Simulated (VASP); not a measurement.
Calculation: PBE GGA, VASP's PBE PAW potentials (set 64) (plane waves; VASP).

Input for VASP

### INCAR
```
SYSTEM = CoGa
PREC = Accurate; ENCUT = 300; LREAL = F
LASPH = T
EDIFF = 1E-8; NELM = 100; ALGO = Normal
LMAXMIX = 4
ISMEAR = 0; SIGMA = 0.1
GGA = PE
IBRION = 8; NSW = 1; ISIF = 2
LWAVE = F; LCHARG = F
LEPSILON = F
```

File POSCAR:
```
CoGa
1
    2.8800000000     0.0000000000     0.0000000000
    0.0000000000     2.8800000000     0.0000000000
    0.0000000000     0.0000000000     2.8800000000
Ga Co
1 1
Direct
  0.4968180000   0.5323060000   0.4883190000
  0.0031820000  -0.0323060000   0.0116810000
```

**KPOINTS**
```
Automatic mesh
0
Gamma
9 9 9
0 0 0
```

POTCAR, in this order: Ga_d Co (PBE.64 set). Program: vasp_std.

What VASP printed:

### OSZICAR
```
...
RMM:   7    -0.159370713313E+00    0.64851E-05   -0.39777E-06 21639   0.127E-02    0.645E-04
RMM:   8    -0.159373896248E+00   -0.31829E-05   -0.99074E-07 22665   0.601E-03    0.329E-04
RMM:   9    -0.159375762526E+00   -0.18663E-05   -0.21519E-07 23913   0.278E-03    0.117E-04
RMM:  10    -0.159375874427E+00   -0.11190E-06   -0.83681E-08 23956   0.141E-03    0.240E-05
RMM:  11    -0.159375799245E+00    0.75181E-07    0.29787E-08 23559   0.741E-04    0.131E-05
RMM:  12    -0.159375759400E+00    0.39845E-07   -0.10228E-09 25652   0.412E-04    0.461E-06
RMM:  13    -0.159375739840E+00    0.19560E-07    0.17566E-08 22475   0.243E-04    0.213E-06
RMM:  14    -0.159375744642E+00   -0.48019E-08   -0.10341E-08 25303   0.151E-04    0.113E-06
 Linear response progress:
  Degree of freedom:   2/  6
       N       E                     dE             d eps       ncg     rms          rms(c)
RMM:   1    -0.158134987515E+00   -0.15813E+00    0.20639E-01 13226   0.107E+01
RMM:   2    -0.159024916670E+00   -0.88993E-03   -0.26129E-02 21207   0.155E+00    0.588E-02
RMM:   3    -0.159255769401E+00   -0.23085E-03   -0.24934E-03 19292   0.490E-01    0.534E-02
RMM:   4    -0.159257114117E+00   -0.13447E-05   -0.56853E-04 19687   0.226E-01    0.271E-02
RMM:   5    -0.159221195993E+00    0.35918E-04   -0.12189E-04 22261   0.921E-02    0.336E-03
RMM:   6    -0.159206863417E+00    0.14333E-04   -0.18738E-05 22239   0.328E-02    0.270E-03
RMM:   7    -0.159196306691E+00    0.10557E-04   -0.41806E-06 23366   0.131E-02    0.498E-04
RMM:   8    -0.159198641065E+00   -0.23344E-05   -0.11052E-06 23538   0.543E-03    0.269E-04
RMM:   9    -0.159200429569E+00   -0.17885E-05   -0.34303E-07 24590   0.264E-03    0.389E-05
RMM:  10    -0.159200230986E+00    0.19858E-06   -0.12197E-07 23615   0.134E-03    0.231E-05
RMM:  11    -0.159200186606E+00    0.44381E-07   -0.40461E-08 25219   0.698E-04    0.129E-05
RMM:  12    -0.159200190367E+00   -0.37612E-08   -0.17396E-08 24624   0.377E-04    0.494E-06
 Linear response progress:
  Degree of freedom:   3/  6
       N       E                     dE             d eps       ncg     rms          rms(c)
RMM:   1    -0.158418117884E+00   -0.15842E+00    0.19478E-01 13231   0.107E+01
RMM:   2    -0.159164264562E+00   -0.74615E-03   -0.26479E-02 21223   0.156E+00    0.548E-02
RMM:   3    -0.159393947404E+00   -0.22968E-03   -0.22877E-03 20705   0.450E-01    0.364E-02
RMM:   4    -0.159404637107E+00   -0.10690E-04   -0.49862E-04 19732   0.206E-01    0.313E-02
RMM:   5    -0.159375275550E+00    0.29362E-04   -0.10998E-04 20482   0.980E-02    0.324E-03
RMM:   6    -0.159360817858E+00    0.14458E-04   -0.19972E-05 22682   0.340E-02    0.230E-03
RMM:   7    -0.159353972311E+00    0.68455E-05   -0.40050E-06 22264   0.133E-02    0.949E-04
RMM:   8    -0.159355705283E+00   -0.17330E-05   -0.95497E-07 23523   0.615E-03    0.414E-04
RMM:   9    -0.159357354219E+00   -0.16489E-05   -0.22805E-07 23386   0.293E-03    0.120E-04
RMM:  10    -0.159357502818E+00   -0.14860E-06   -0.66120E-08 24217   0.150E-03    0.409E-05
RMM:  11    -0.159357461214E+00    0.41604E-07    0.17231E-10 24158   0.757E-04    0.239E-05
RMM:  12    -0.159357455943E+00    0.52704E-08   -0.51860E-09 23973   0.426E-04    0.122E-05
 Linear response progress:
  Degree of freedom:   4/  6
       N       E                     dE             d eps       ncg     rms          rms(c)
RMM:   1    -0.166452619038E+00   -0.16645E+00   -0.10986E-01 20283   0.272E+00
RMM:   2    -0.166042656257E+00    0.40996E-03   -0.42921E-03 20900   0.531E-01    0.129E-01
RMM:   3    -0.166044421221E+00   -0.17650E-05   -0.24209E-04 21598   0.138E-01    0.754E-02
RMM:   4    -0.166303738933E+00   -0.25932E-03   -0.15293E-04 21189   0.102E-01    0.743E-03
RMM:   5    -0.166290444819E+00    0.13294E-04   -0.87381E-06 22090   0.304E-02    0.629E-03
RMM:   6    -0.166284445393E+00    0.59994E-05   -0.14778E-06 19698   0.138E-02    0.355E-03
RMM:   7    -0.166260723567E+00    0.23722E-04   -0.31229E-07 21175   0.520E-03    0.374E-04
RMM:   8    -0.166260039807E+00    0.68376E-06   -0.25417E-08 21505   0.167E-03    0.172E-04
RMM:   9    -0.166258527252E+00    0.15126E-05   -0.42158E-09 23265   0.551E-04    0.666E-05
RMM:  10    -0.166257626403E+00    0.90085E-06   -0.32096E-09 23321   0.213E-04    0.172E-05
RMM:  11    -0.166257576533E+00    0.49871E-07   -0.25385E-09 23825   0.943E-05    0.898E-06
RMM:  12    -0.166257631636E+00   -0.55103E-07   -0.25706E-09 23903   0.479E-05    0.437E-06
RMM:  13    -0.166257645551E+00   -0.13915E-07   -0.23255E-09 22747   0.330E-05    0.185E-06
RMM:  14    -0.166257645078E+00    0.47345E-09   -0.22318E-09 21770   0.282E-05    0.596E-07
 Linear response progress:
  Degree of freedom:   5/  6
       N       E                     dE             d eps       ncg     rms          rms(c)
RMM:   1    -0.166497431192E+00   -0.16650E+00   -0.11022E-01 20417   0.268E+00
RMM:   2    -0.166100122952E+00    0.39731E-03   -0.39913E-03 20854   0.521E-01    0.130E-01
RMM:   3    -0.166092066250E+00    0.80567E-05   -0.24939E-04 20584   0.147E-01    0.765E-02
RMM:   4    -0.166348978869E+00   -0.25691E-03   -0.16982E-04 21350   0.110E-01    0.698E-03
RMM:   5    -0.166328144591E+00    0.20834E-04   -0.80063E-06 20659   0.324E-02    0.528E-03
RMM:   6    -0.166322031944E+00    0.61126E-05   -0.12940E-06 20289   0.141E-02    0.364E-03
RMM:   7    -0.166302666880E+00    0.19365E-04   -0.25812E-07 19913   0.569E-03    0.497E-04
RMM:   8    -0.166298523163E+00    0.41437E-05   -0.37677E-08 22014   0.189E-03    0.177E-04
RMM:   9    -0.166296683223E+00    0.18399E-05   -0.55547E-09 23677   0.615E-04    0.504E-05
RMM:  10    -0.166296260615E+00    0.42261E-06   -0.17845E-09 22858   0.214E-04    0.136E-05
RMM:  11    -0.166296195115E+00    0.65500E-07   -0.14694E-09 23898   0.920E-05    0.842E-06
RMM:  12    -0.166296153164E+00    0.41950E-07   -0.13872E-09 24469   0.452E-05    0.300E-06
RMM:  13    -0.166296182100E+00   -0.28936E-07   -0.13438E-09 22312   0.308E-05    0.151E-06
RMM:  14    -0.166296177544E+00    0.45561E-08   -0.13402E-09 20338   0.263E-05    0.123E-07
 Linear response progress:
  Degree of freedom:   6/  6
       N       E                     dE             d eps       ncg     rms          rms(c)
RMM:   1    -0.166443975856E+00   -0.16644E+00   -0.10982E-01 20340   0.271E+00
RMM:   2    -0.166045261886E+00    0.39871E-03   -0.40866E-03 20872   0.524E-01    0.129E-01
RMM:   3    -0.166045218214E+00    0.43672E-07   -0.24682E-04 21632   0.140E-01    0.756E-02
RMM:   4    -0.166303686857E+00   -0.25847E-03   -0.15413E-04 21570   0.105E-01    0.119E-02
RMM:   5    -0.166298288439E+00    0.53984E-05   -0.14868E-05 20650   0.420E-02    0.853E-03
RMM:   6    -0.166285469453E+00    0.12819E-04   -0.22811E-06 18504   0.180E-02    0.349E-03
RMM:   7    -0.166263525659E+00    0.21944E-04   -0.56932E-07 21969   0.680E-03    0.594E-04
RMM:   8    -0.166262144615E+00    0.13810E-05   -0.58152E-08 20782   0.208E-03    0.269E-04
RMM:   9    -0.166260100805E+00    0.20438E-05   -0.11283E-08 23469   0.700E-04    0.103E-04
RMM:  10    -0.166258574720E+00    0.15261E-05   -0.34376E-09 22919   0.284E-04    0.302E-05
RMM:  11    -0.166258626563E+00   -0.51842E-07   -0.28608E-09 23530   0.131E-04    0.960E-06
RMM:  12    -0.166258644955E+00   -0.18392E-07   -0.24866E-09 24616   0.627E-05    0.578E-06
RMM:  13    -0.166258665238E+00   -0.20284E-07   -0.25806E-09 22505   0.420E-05    0.200E-06
RMM:  14    -0.166258661984E+00    0.32546E-08   -0.26235E-09 21501   0.359E-05    0.939E-07
 Linear response finished
```

File OUTCAR:
```
------------------------ aborting loop because EDIFF is reached ----------------------------------------

   1 f  =    7.636537 THz    47.981780 2PiTHz  254.727470 cm-1    31.582167 meV
             X         Y         Z           dx          dy          dz
      1.430836  1.533041  1.406359    -0.338411    0.309642   -0.498188
      0.009164  2.786959  0.033641     0.366672   -0.335246    0.542743

   2 f  =    7.439156 THz    46.741595 2PiTHz  248.143532 cm-1    30.765863 meV
             X         Y         Z           dx          dy          dz
      1.430836  1.533041  1.406359    -0.584288   -0.117137    0.322150
      0.009164  2.786959  0.033641     0.633579    0.126510   -0.351679

   3 f  =    6.672173 THz    41.922498 2PiTHz  222.559726 cm-1    27.593877 meV
             X         Y         Z           dx          dy          dz
      1.430836  1.533041  1.406359     0.061728    0.592433    0.323745
      0.009164  2.786959  0.033641    -0.066363   -0.641116   -0.353509

   4 f/i=    0.009664 THz     0.060722 2PiTHz    0.322365 cm-1     0.039968 meV
             X         Y         Z           dx          dy          dz
      1.430836  1.533041  1.406359    -0.152424    0.117297    0.711490
      0.009164  2.786959  0.033641    -0.140076    0.107797    0.652341

   5 f/i=    0.012515 THz     0.078636 2PiTHz    0.417467 cm-1     0.051759 meV
             X         Y         Z           dx          dy          dz
      1.430836  1.533041  1.406359     0.698522   -0.148079    0.174514
      0.009164  2.786959  0.033641     0.644414   -0.136633    0.160455

   6 f/i=    0.017756 THz     0.111566 2PiTHz    0.592284 cm-1     0.073434 meV
             X         Y         Z           dx          dy          dz
      1.430836  1.533041  1.406359     0.170611    0.709745   -0.080895
      0.009164  2.786959  0.033641     0.157590    0.655963   -0.074080

 ELASTIC MODULI CONTR FROM IONIC RELAXATION (kBar)
 Direction    XX          YY          ZZ          XY          YZ          ZX
 --------------------------------------------------------------------------------
 XX        -400.7047   -153.9123   -364.1878     30.8515    190.9597    -11.6775
 YY        -153.9123    -76.6286   -123.0430     32.3565    124.9208    -20.4339
 ZZ        -364.1878   -123.0430   -357.6935     52.3172    107.6059    -12.9745
 XY          30.8515     32.3565     52.3172   -210.9015     -6.5633     93.8041
 YZ         190.9597    124.9208    107.6059     -6.5633   -268.3555     24.9659
 ZX         -11.6775    -20.4339    -12.9745     93.8041     24.9659    -44.7277
 --------------------------------------------------------------------------------
```
(Selected blocks of OUTCAR.)

OUTCAR:
```
 val. band max:        9.7317790305   @ k =  -0.3333  -0.4444   0.3333

 cond. band min:       9.7514643369   @ k =  -0.3333   0.4444   0.3333


 Fermi energy:         9.7374289906

 k-point     1 :       0.0000    0.0000    0.0000
  band No.  band energies     occupation
      1      -5.3960      2.00000
      2      -5.3956      2.00000
      3      -5.0587      2.00000
      4      -5.0470      2.00000
      5      -5.0425      2.00000
      6      -2.2992      2.00000
      7       7.1515      2.00000
      8       7.1813      2.00000
      9       8.9781      2.00000
     10       8.9958      2.00000
     11       9.0023      2.00000
     12      14.9828      0.00000
     13      15.0103      0.00000
     14      15.2094      0.00000
     15      20.6442      0.00000

 k-point     2 :       0.1111    0.0000    0.0000
  band No.  band energies     occupation
      1      -5.3899      2.00000
      2      -5.3635      2.00000
      3      -5.0700      2.00000
      4      -5.0548      2.00000
      5      -5.0451      2.00000
      6      -2.0662      2.00000
      7       7.1235      2.00000
      8       7.1898      2.00000
      9       8.8277      2.00000
     10       8.8656      2.00000
     11       9.0047      2.00000
     12      13.4235      0.00000
     13      15.4163      0.00000
     14      15.5986      0.00000
     15      20.7126      0.00000

 k-point     3 :       0.0000    0.1111    0.0000
  band No.  band energies     occupation
      1      -5.3897      2.00000
      2      -5.3643      2.00000
      3      -5.0643      2.00000
      4      -5.0587      2.00000
      5      -5.0461      2.00000
      6      -2.0667      2.00000
      7       7.1004      2.00000
      8       7.2074      2.00000
      9       8.8465      2.00000
     10       8.8527      2.00000
     11       8.9903      2.00000
     12      13.5719      0.00000
     13      15.3820      0.00000
     14      15.4076      0.00000
     15      20.8662      0.00000
...
```

At this cut-off the stress carries a Pulay error, which pulls relaxed volumes low.

The structure is a typed CoGa crystal. The cell was not relaxed at this level, atoms are displaced from their ideal sites. The run is one of a series of settings (EDIFF = 1E-8, IBRION = 8, LEPSILON = .FALSE., NSW = 1 against the base run), some of them coarse on purpose. The run is not spin-polarised, so no magnetic state was tried.
